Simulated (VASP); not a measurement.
## From an Ansatz input to VASP: Si$_{3}$Sn (strained ordered alloy on diamond lattice)

Ansatz input

```yaml
crystal:
  lattice:
    - [4.0376389099, 0.0, 0.0]
    - [0.0, 4.0376389099, 0.0]
    - [0.0, 0.0, 5.5974318109]
  atoms:
    - { symbol: Si, position: [0.5, 0.0, 0.7752463393] }
    - { symbol: Si, position: [0.5, 0.5, 0.0] }
    - { symbol: Si, position: [0.0, 0.5, 0.2247536607] }
    - { symbol: Sn, position: [0.0, 0.0, 0.5] }
kpoints:
  mp_grid: { grid: [6, 6, 4] }
  band_path:
    path:
      - [0.0, 0.0, 0.0]
      - [0.0, 0.5, 0.0]
      - [0.5, 0.5, 0.0]
      - [0.0, 0.0, 0.5]
      - [0.0, 0.5, 0.5]
      - [0.5, 0.5, 0.5]
    npoints: 1
hamiltonian:
  xc: pbe
scf:
  occupations: { method: fermi_dirac, width: 0.02 }
  n_extra_bands: 5
output:
  forces: true
  stress: true
  eigenvalues: true
```

Translate this input to VASP.



INCAR

```
IBRION = -1
PREC = Accurate
LWAVE = .FALSE.
SIGMA = 0.02
ENCUT = 520
LASPH = .TRUE.
NBANDS = 21
ISIF = 2
NSW = 0
LCHARG = .FALSE.
ISMEAR = -1
EDIFF = 1E-7
NELM = 120
GGA = PE
LREAL = .FALSE.
```

KPOINTS

```
KPOINTS created by Atomic Simulation Environment
0
Gamma
6 6 4
0 0 0
```

KPOINTS_OPT

```
special points
6
Reciprocal
0.0000000000 0.0000000000 0.0000000000 1
0.0000000000 0.5000000000 0.0000000000 1
0.5000000000 0.5000000000 0.0000000000 1
0.0000000000 0.0000000000 0.5000000000 1
0.0000000000 0.5000000000 0.5000000000 1
0.5000000000 0.5000000000 0.5000000000 1
```

POSCAR

```
Si Sn
 1.0000000000000000
     4.0376389099000001    0.0000000000000000    0.0000000000000000
     0.0000000000000000    4.0376389099000001    0.0000000000000000
     0.0000000000000000    0.0000000000000000    5.5974318108999999
 Si  Sn
   3   1
Cartesian
  2.0188194549500000  0.0000000000000000  4.3393885207007772
  2.0188194549500000  2.0188194549500000  0.0000000000000000
 -0.0000000000000000  2.0188194549500000  1.2580432901992233
 -0.0000000000000000  0.0000000000000000  2.7987159054499995
```

VASP ran with the recommended PBE PAW datasets (26 valence electrons in the cell). Other inputs would serve too.

```json
{"": "gap between bands v and c", "Ansatz": "0.29 eV", "VASP": "0.29 eV"}
{"": "least direct gap", "Ansatz": "0.41 eV", "VASP": "0.41 eV"}
{"": "pressure", "Ansatz": "3.6 GPa", "VASP": "3.5 GPa"}
{"": "largest force", "Ansatz": "0.09 eV/Å", "VASP": "0.09 eV/Å"}
```

Each program uses its own PAW datasets. VASP's cell holds 26 valence electrons and Ansatz's 26. Ansatz's stress includes a Pulay correction; VASP's doesn't.
